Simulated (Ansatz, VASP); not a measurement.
One calculation of PPt, two programs

File INCAR:

```
SYSTEM = PPt
PREC = Accurate ; ENCUT = 520
EDIFF = 1E-7 ; ISMEAR = -1
SIGMA = 0.05 ; LREAL = .False.
LASPH = .True. ; NELM = 80
ALGO = Normal ; ISIF = 2
LWAVE = .False. ; LCHARG = .False.
GGA = PE ; NBANDS = 23
```

File KPOINTS:

```
regular mesh
0
Gamma
  8 8 4
  0 0 0
```

Contents of POSCAR:

```
PPt
1.0
    3.7678168413      0.0000000000      0.0000000000
   -1.8839084207      3.2630251013      0.0000000000
    0.0000000000      0.0000000000      6.3958219945
Pt P
2 2
Direct
    0.3333333333      0.6666666667      0.3718990000
    0.6666666667      0.3333333333      0.8718990000
    0.3333333333      0.6666666667      0.0031030000
    0.6666666667      0.3333333333      0.5031030000
```

File input.yaml:

```yaml
crystal:
  lattice:
    - [3.7678168413, 0.0, 0.0]
    - [-1.8839084207, 3.2630251013, 0.0]
    - [0.0, 0.0, 6.3958219945]
  atoms:
    - { symbol: Pt, position: [0.3333333333, 0.6666666667, 0.371899] }
    - { symbol: Pt, position: [0.6666666667, 0.3333333333, 0.871899] }
    - { symbol: P, position: [0.3333333333, 0.6666666667, 0.003103] }
    - { symbol: P, position: [0.6666666667, 0.3333333333, 0.503103] }
hamiltonian:
  xc: pbe
  pseudopotentials: { kind: paw }
kpoints:
  mp_grid: { grid: [8, 8, 4] }
scf:
  occupations: { method: fermi_dirac, width: 0.05 }
output:
  forces: true
  stress: true
  eigenvalues: true
```

Change from the starting cell: volume scaled by 1.02.

Alike in both runs: task single point; functional PBE; k mesh 8 × 8 × 4; occupations fermi-dirac, width 0.05 eV; no spin polarisation.

```csv
,VASP,Ansatz
version,VASP 6.6.1,Ansatz 0.2.0
potentials or method,"VASP PAW PBE potentials, release 64 (Pt, P)",Ansatz PAW
plane-wave cutoff (eV),520,420
valence electrons in the cell,30,46
```

VASP gave:

- gap on the k mesh at the Fermi level (eV): none
- pressure (GPa): -2.6
- largest component of the traceless stress (GPa): 0.28
- rms of the force components (eV/Å): 0.058

What did Ansatz give for the same quantities?

gap on the k mesh at the Fermi level (eV): none; pressure (GPa): -2.4; largest component of the traceless stress (GPa): 0.29; rms of the force components (eV/Å): 0.058.

Atom by atom the forces differ by 0.000 eV/Å (rms over components). A gap of «none» marks a metal or a gap that the smearing closes. The two sets of potentials don't hold the same shells in valence.

Spin-orbit coupling is left out, which matters for the levels of Pt.
